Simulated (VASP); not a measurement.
Calculation: LDA (Ceperley-Alder, Perdew-Zunger), VASP's LDA PAW potentials (set 64) (plane waves; VASP 6.6.1).

The input files of a VASP run:

POSCAR:
```
BN
1
    1.2451392878    -2.1566448914    -0.0000000000
    1.2451392878     2.1566448914     0.0000000000
   -0.0000000000     0.0000000000     6.6557161482
B N
2 2
Direct
  0.3333330000   0.6666670000   0.2500000000
  0.6666670000   0.3333330000   0.7500000000
  0.6666670000   0.3333330000   0.2500000000
  0.3333330000   0.6666670000   0.7500000000
```

**KPOINTS**
```
Automatic mesh
0
G
 9 9 3
0 0 0
```

INCAR:
```
ALGO=Normal
EDIFF=1E-6
EDIFFG=-0.02
ENCUT=520
IBRION=2
ISIF=3
ISMEAR=0
LASPH=.True.
LCHARG=.False.
LREAL=.False.
LWAVE=.False.
NELM=100
NSW=60
PREC=Accurate
SIGMA=0.05
SYSTEM=BN
```

POTCAR, in this order: B N (LDA.64 set). Program: vasp_std.

Output

**OUTCAR**
```
 ion  position               nearest neighbor table
   1  0.333  0.667  0.250-   3 1.44   3 1.44   3 1.44
   2  0.667  0.333  0.750-   4 1.44   4 1.44   4 1.44
   3  0.667  0.333  0.250-   1 1.44   1 1.44   1 1.44
   4  0.333  0.667  0.750-   2 1.44   2 1.44   2 1.44
  LATTYP: Found a hexagonal cell.
 ALAT       =     2.4902789068
 C/A-ratio  =     2.6726790040
 Subroutine PRICEL returns:
 Original cell was already a primitive cell.
 Subroutine GETGRP returns: Found 24 space group operations
The static configuration has the point symmetry D_3d.
 The point group associated with its full space group is D_6h.
The dynamic configuration has the point symmetry D_3d.
 Subroutine INISYM returns: Found 24 space group operations
 Subroutine IBZKPT returns following result:
 Found     24 irreducible k-points:

 Following reciprocal coordinates:
            Coordinates               Weight
  0.000000  0.000000  0.000000      1.000000
  0.111111  0.000000  0.000000      6.000000
  0.222222 -0.000000  0.000000      6.000000
  0.333333  0.000000  0.000000      6.000000
  0.444444 -0.000000  0.000000      6.000000
  0.111111  0.111111  0.000000      6.000000
  0.222222  0.111111  0.000000     12.000000
  0.333333  0.111111  0.000000     12.000000
  0.444444  0.111111  0.000000      6.000000
  0.222222  0.222222  0.000000      6.000000
  0.333333  0.222222  0.000000     12.000000
  0.333333  0.333333  0.000000      2.000000
  0.000000  0.000000  0.333333      2.000000
  0.111111  0.000000  0.333333     12.000000
  0.222222 -0.000000  0.333333     12.000000
  0.333333  0.000000  0.333333     12.000000
  0.444444 -0.000000  0.333333     12.000000
  0.111111  0.111111  0.333333     12.000000
  0.222222  0.111111  0.333333     24.000000
  0.333333  0.111111  0.333333     24.000000
  0.444444  0.111111  0.333333     12.000000
  0.222222  0.222222  0.333333     12.000000
  0.333333  0.222222  0.333333     24.000000
  0.333333  0.333333  0.333333      4.000000
   k-points           NKPTS =     24   k-points in BZ     NKDIM =     24   number of bands    NBANDS=     12
   number of dos      NEDOS =    301   number of ions     NIONS =      4
   total plane-waves  NPLWV =  20000
   dimension x,y,z NGX =    20 NGY =   20 NGZ =   50
   dimension x,y,z NGXF=    40 NGYF=   40 NGZF=  100
   ions per type =               2   2
   PREC   = accura    normal or accurate (medium, high low for compatibility)
   ISTART =      0    job   : 0-new  1-cont  2-samecut
   ICHARG =      2    charge: 1-file 2-atom 10-const
   ISPIN  =      1    spin polarized calculation?
   LNONCOLLINEAR =      F non collinear calculations
   LSORBIT =      F    spin-orbit coupling
   INIWAV =      1    electr: 0-lowe 1-rand  2-diag
   ENCUT  =  520.0 eV  38.22 Ry    6.18 a.u.   4.63  4.63 12.38*2*pi/ulx,y,z
   NELM   =    100;   NELMIN=  2; NELMDL= -5     # of ELM steps
   EDIFF  = 0.1E-05   stopping-criterion for ELM
   LREAL  =      F    real-space projection
   NLSPLINE    = F    spline interpolate recip. space projectors
   LMAXMIX     =    2 max onsite mixed and CHGCAR
   VOSKOWN=      0    Vosko Wilk Nusair interpolation
   EDIFFG = -.2E-01   stopping-criterion for IOM
   NSW    =     60    number of steps for IOM
   NBLOCK =      1;   KBLOCK =     60    inner block; outer block
   IBRION =      2    ionic relax: 0-MD 1-quasi-New 2-CG
   NFREE  =      1    steps in history (QN), initial steepest desc. (CG)
   ISIF   =      3    stress and relaxation
   ISYM   =      2    0-nonsym 1-usesym 2-fastsym
   TEIN   =    0.0    initial temperature
   TEBEG  =    0.0;   TEEND  =   0.0 temperature during run
   SMASS  =  -3.00    Nose mass-parameter (am)
   PSTRESS=    0.0 pullay stress
...
```

File OSZICAR:
```
...
   2 F= -.38579175E+02 E0= -.38579175E+02  d E =-.330587E-03
       N       E                     dE             d eps       ncg     rms          rms(c)
DAV:   1    -0.385819954554E+02   -0.28198E-02   -0.82582E-02   576   0.256E+00    0.219E-01
DAV:   2    -0.385801596934E+02    0.18358E-02   -0.25881E-03   648   0.432E-01    0.989E-02
DAV:   3    -0.385796612371E+02    0.49846E-03   -0.86672E-04   704   0.226E-01    0.344E-02
DAV:   4    -0.385796126461E+02    0.48591E-04   -0.10723E-04   728   0.863E-02    0.993E-03
DAV:   5    -0.385796108319E+02    0.18142E-05   -0.12215E-05   688   0.294E-02    0.613E-03
DAV:   6    -0.385796103819E+02    0.44999E-06   -0.13421E-06   396   0.108E-02
   3 F= -.38579610E+02 E0= -.38579610E+02  d E =-.765939E-03
       N       E                     dE             d eps       ncg     rms          rms(c)
DAV:   1    -0.385894762027E+02   -0.98654E-02   -0.33325E-01   576   0.516E+00    0.441E-01
DAV:   2    -0.385820880857E+02    0.73881E-02   -0.10523E-02   640   0.870E-01    0.199E-01
DAV:   3    -0.385800944131E+02    0.19937E-02   -0.34309E-03   696   0.451E-01    0.693E-02
DAV:   4    -0.385798969153E+02    0.19750E-03   -0.42835E-04   712   0.172E-01    0.197E-02
DAV:   5    -0.385798901310E+02    0.67843E-05   -0.45601E-05   696   0.570E-02    0.121E-02
DAV:   6    -0.385798884462E+02    0.16848E-05   -0.54805E-06   676   0.210E-02    0.153E-03
DAV:   7    -0.385798884684E+02   -0.22280E-07   -0.17715E-07   352   0.376E-03
   4 F= -.38579888E+02 E0= -.38579888E+02  d E =-.104403E-02
       N       E                     dE             d eps       ncg     rms          rms(c)
DAV:   1    -0.385799596934E+02   -0.71247E-04   -0.63255E-04   588   0.229E-01    0.226E-02
DAV:   2    -0.385799422187E+02    0.17475E-04   -0.29762E-05   636   0.469E-02    0.868E-03
DAV:   3    -0.385799388772E+02    0.33414E-05   -0.60671E-06   692   0.192E-02    0.316E-03
DAV:   4    -0.385799383725E+02    0.50475E-06   -0.83519E-07   404   0.801E-03
   5 F= -.38579938E+02 E0= -.38579938E+02  d E =-.499040E-04
       N       E                     dE             d eps       ncg     rms          rms(c)
DAV:   1    -0.385802722214E+02   -0.33334E-03   -0.56499E-03   580   0.686E-01    0.670E-02
DAV:   2    -0.385801175656E+02    0.15466E-03   -0.26159E-04   632   0.139E-01    0.258E-02
DAV:   3    -0.385800876169E+02    0.29949E-04   -0.53988E-05   688   0.572E-02    0.948E-03
DAV:   4    -0.385800832092E+02    0.44076E-05   -0.82850E-06   720   0.239E-02    0.295E-03
DAV:   5    -0.385800830225E+02    0.18675E-06   -0.79363E-07   340   0.779E-03
   6 F= -.38580083E+02 E0= -.38580083E+02  d E =-.194554E-03
       N       E                     dE             d eps       ncg     rms          rms(c)
DAV:   1    -0.385811041787E+02   -0.10210E-02   -0.22730E-02   580   0.138E+00    0.134E-01
DAV:   2    -0.385804878602E+02    0.61632E-03   -0.10440E-03   632   0.278E-01    0.517E-02
DAV:   3    -0.385803678900E+02    0.11997E-03   -0.21694E-04   684   0.115E-01    0.189E-02
DAV:   4    -0.385803504490E+02    0.17441E-04   -0.32804E-05   724   0.476E-02    0.585E-03
DAV:   5    -0.385803497317E+02    0.71725E-06   -0.34687E-06   656   0.155E-02
   7 F= -.38580350E+02 E0= -.38580350E+02  d E =-.461263E-03
       N       E                     dE             d eps       ncg     rms          rms(c)
DAV:   1    -0.385838231040E+02   -0.34727E-02   -0.91513E-02   580   0.276E+00    0.269E-01
DAV:   2    -0.385813440316E+02    0.24791E-02   -0.42210E-03   632   0.559E-01    0.104E-01
DAV:   3    -0.385808635904E+02    0.48044E-03   -0.86861E-04   688   0.230E-01    0.379E-02
DAV:   4    -0.385807936197E+02    0.69971E-04   -0.13109E-04   716   0.951E-02    0.117E-02
DAV:   5    -0.385807907709E+02    0.28487E-05   -0.13668E-05   672   0.307E-02    0.695E-03
DAV:   6    -0.385807903440E+02    0.42687E-06   -0.10758E-06   384   0.999E-03
   8 F= -.38580790E+02 E0= -.38580790E+02  d E =-.901876E-03
       N       E                     dE             d eps       ncg     rms          rms(c)
DAV:   1    -0.385935245747E+02   -0.12734E-01   -0.37063E-01   580   0.557E+00    0.542E-01
DAV:   2    -0.385835132662E+02    0.10011E-01   -0.17161E-02   632   0.113E+00    0.209E-01
DAV:   3    -0.385815793033E+02    0.19340E-02   -0.34995E-03   688   0.462E-01    0.763E-02
DAV:   4    -0.385812981430E+02    0.28116E-03   -0.52361E-04   716   0.190E-01    0.236E-02
DAV:   5    -0.385812869055E+02    0.11237E-04   -0.53370E-05   672   0.609E-02    0.139E-02
DAV:   6    -0.385812852700E+02    0.16355E-05   -0.45462E-06   680   0.197E-02    0.231E-03
DAV:   7    -0.385812852527E+02    0.17300E-07   -0.27605E-07   316   0.443E-03
   9 F= -.38581285E+02 E0= -.38581285E+02  d E =-.139678E-02
       N       E                     dE             d eps       ncg     rms          rms(c)
DAV:   1    -0.385839901419E+02   -0.27049E-02   -0.80424E-02   580   0.259E+00    0.252E-01
DAV:   2    -0.385818165771E+02    0.21736E-02   -0.37050E-03   632   0.525E-01    0.977E-02
DAV:   3    -0.385813949401E+02    0.42164E-03   -0.76324E-04   688   0.216E-01    0.355E-02
DAV:   4    -0.385813340294E+02    0.60911E-04   -0.11372E-04   720   0.889E-02    0.110E-02
DAV:   5    -0.385813315658E+02    0.24636E-05   -0.11727E-05   672   0.285E-02    0.646E-03
DAV:   6    -0.385813311986E+02    0.36718E-06   -0.90928E-07   364   0.921E-03
  10 F= -.38581331E+02 E0= -.38581331E+02  d E =-.144273E-02
       N       E                     dE             d eps       ncg     rms          rms(c)
DAV:   1    -0.385814435690E+02   -0.11200E-03   -0.33713E-03   580   0.531E-01    0.517E-02
DAV:   2    -0.385813521042E+02    0.91465E-04   -0.15449E-04   632   0.107E-01    0.201E-02
DAV:   3    -0.385813342603E+02    0.17844E-04   -0.32153E-05   688   0.444E-02    0.726E-03
DAV:   4    -0.385813316890E+02    0.25713E-05   -0.47855E-06   700   0.182E-02    0.222E-03
DAV:   5    -0.385813315788E+02    0.11024E-06   -0.44392E-07   292   0.584E-03
  11 F= -.38581332E+02 E0= -.38581332E+02  d E =-.144311E-02
       N       E                     dE             d eps       ncg     rms          rms(c)
DAV:   1    -0.385813583009E+02   -0.26612E-04   -0.78355E-04   580   0.256E-01    0.252E-02
DAV:   2    -0.385813367712E+02    0.21530E-04   -0.36847E-05   632   0.524E-02    0.968E-03
DAV:   3    -0.385813326665E+02    0.41048E-05   -0.74090E-06   688   0.213E-02    0.352E-03
DAV:   4    -0.385813320489E+02    0.61753E-06   -0.10093E-06   380   0.883E-03
  12 F= -.38581332E+02 E0= -.38581332E+02  d E =-.144358E-02
       N       E                     dE             d eps       ncg     rms          rms(c)
DAV:   1    -0.385815451393E+02   -0.21247E-03   -0.55286E-03   576   0.663E-01    0.527E-02
DAV:   2    -0.385814361853E+02    0.10895E-03   -0.14078E-04   672   0.101E-01    0.258E-02
DAV:   3    -0.385814014780E+02    0.34707E-04   -0.61933E-05   700   0.605E-02    0.814E-03
DAV:   4    -0.385813991688E+02    0.23093E-05   -0.58117E-06   700   0.204E-02    0.230E-03
DAV:   5    -0.385813990645E+02    0.10423E-06   -0.69487E-07   312   0.735E-03
  13 F= -.38581399E+02 E0= -.38581399E+02  d E =-.670156E-04
       N       E                     dE             d eps       ncg     rms          rms(c)
DAV:   1    -0.385818629461E+02   -0.46378E-03   -0.15751E-02   576   0.112E+00    0.888E-02
DAV:   2    -0.385815513650E+02    0.31158E-03   -0.39925E-04   684   0.170E-01    0.436E-02
DAV:   3    -0.385814517127E+02    0.99652E-04   -0.17811E-04   700   0.103E-01    0.138E-02
DAV:   4    -0.385814451414E+02    0.65713E-05   -0.16742E-05   704   0.346E-02    0.394E-03
DAV:   5    -0.385814448456E+02    0.29578E-06   -0.20982E-06   448   0.126E-02
  14 F= -.38581445E+02 E0= -.38581445E+02  d E =-.112797E-03
```

### OUTCAR
```
------------------------ aborting loop because EDIFF is reached ----------------------------------------
  FORCE on cell =-STRESS in cart. coord.  units (eV):
  Direction    XX          YY          ZZ          XY          YZ          ZX
  --------------------------------------------------------------------------------------
  Total       -0.0040888     -0.0040888     -0.0044921     -0.0000000      0.0000000     -0.0000000
  in kB       -0.1887197     -0.1887197     -0.2073316     -0.0000000      0.0000000     -0.0000000
  external PRESSURE =      -0.1949237 kB  Pullay stress =       0.0000000 kB
  volume of cell :       34.71
      direct lattice vectors                 reciprocal lattice vectors
     1.245345039 -2.157001263  0.000000000     0.401495155 -0.231803295 -0.000000000
     1.245345039  2.157001263 -0.000000000     0.401495155  0.231803295 -0.000000000
     0.000000000  0.000000000  6.461356629    -0.000000000  0.000000000  0.154766260
  FREE ENERGIE OF THE ION-ELECTRON SYSTEM (eV)
  ---------------------------------------------------
  free  energy   TOTEN  =       -38.5814448456 eV

  energy  without entropy=      -38.5814448456  energy(sigma->0) =      -38.58144485

 reached required accuracy - stopping structural energy minimisation
```
(Selected blocks of OUTCAR.)

### CONTCAR
```
BN
   1.00000000000000
     1.2453450388842533   -2.1570012629096009    0.0000000000000000
     1.2453450388842533    2.1570012629096009   -0.0000000000000000
     0.0000000000000000    0.0000000000000000    6.4613566291201234
  B               N
     2     2
Direct
     0.3333330000000032    0.6666669999999968    0.2500000000000000
     0.6666669999999968    0.3333330000000032    0.7500000000000000
     0.6666669999999968    0.3333330000000032    0.2500000000000000
     0.3333330000000032    0.6666669999999968    0.7500000000000000
```

Energy and stress use the plane-wave basis of the starting cell.

The compound is BN in the hex structure. This run relaxes it. Symmetry was kept, so distortions that lower it aren't found. The start is the result of an earlier pass.
